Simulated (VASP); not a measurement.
GeSb2Te4:

```
CELL_PARAMETERS angstrom
8.40200 0.00000 0.00000
0.00000 8.40200 0.00000
0.00000 0.00000 3.12200
ATOMIC_POSITIONS crystal
Ge 0.00000 0.00000 0.00000
Sb 0.00000 0.50000 0.50000
Sb 0.50000 0.00000 0.50000
Te 0.74816 0.74816 0.00000
Te 0.25184 0.25184 0.00000
Te 0.74816 0.25184 0.00000
Te 0.25184 0.74816 0.00000
```

The cell was built by a generator and needn't be a form met in nature.

```yaml
Program: VASP 6.6.1
Task: relaxation of cell and atoms
Functional: PBE
Potentials_or_basis: VASP PAW PBE potentials, release 64 (Ge_d, Sb, Te)
Cutoff: 520 eV
k_mesh: 4 × 4 × 10
Occupations: gaussian, width 0.1 eV
Spin: no spin polarisation
```

At the start: pressure -0.1 GPa; volume 31.48 Å³/atom.

Question: Where does the relaxation end?

Answer: Over 11 steps the energy falls by 3.6 meV/atom and the volume is 30.99 Å³/atom (-1.6 %); space group P4/mmm (No. 123, to 0.05 Å).

Step by step:
| step | energy change (eV) | largest force (eV/Å) | pressure (GPa) | volume (Å³) |
| --- | --- | --- | --- | --- |
| 1 | 0.0000 | 0.0131 | -0.07 | 220.39 |
| 2 | -0.0184 | 0.0648 | -0.27 | 219.93 |
| 3 | -0.0184 | 0.0628 | -0.26 | 219.94 |
| 4 | -0.0204 | 0.0768 | 0.03 | 218.29 |
| 5 | -0.0205 | 0.0804 | 0.12 | 217.89 |
| 6 | -0.0221 | 0.0675 | 0.10 | 217.62 |
| 7 | -0.0249 | 0.0284 | 0.09 | 216.79 |
| 8 | -0.0218 | 0.0514 | 0.07 | 215.15 |
| 9 | -0.0253 | 0.0093 | 0.09 | 216.38 |
| 10 | -0.0252 | 0.0059 | -0.15 | 217.51 |
| 11 | -0.0254 | 0.0020 | 0.00 | 216.91 |

Final structure:
```
Ge Sb Te
1.0
     8.27736    0.00000    0.00000
     0.00000    8.27736    0.00000
     0.00000    0.00000    3.16582
Ge Sb Te
1 2 4
Cartesian
  0.0000 0.0000 0.0000
  0.0000 4.1387 1.5829
  4.1387 0.0000 1.5829
  6.1679 6.1679 0.0000
  2.1095 2.1095 0.0000
  6.1679 2.1095 0.0000
  2.1095 6.1679 0.0000
```
